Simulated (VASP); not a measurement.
Energy against volume of BaF$_{2}$ (fluorite). All values below come from TPSS meta-GGA, VASP's PBE PAW potentials (set 64) (plane waves; VASP). Run with 520 eV cut-off, 6×6×6 Γ-centred mesh, Gaussian smearing of 0.050 eV, potentials Ba_sv F.

```tsv
V (Å³/atom)	E (eV/atom)
19.673	-10.03756
20.282	-10.04389
20.890	-10.04356
21.499	-10.03766
```

### Question
Fit these four points and predict the energy of the run at 19.065 Å³/atom.

### Answer
A cubic in V^(−2/3), the third-order Birch-Murnaghan form, passes through the four points with V0 = 20.55 Å³/atom and B0 = 55 GPa, and gives -10.0233 eV/atom there. The run gave -10.0235 eV/atom, -0.3 meV/atom from the fit; all five points give B0 = 55 GPa.

The compound is BaF2 in the fluorite structure. It was relaxed first.
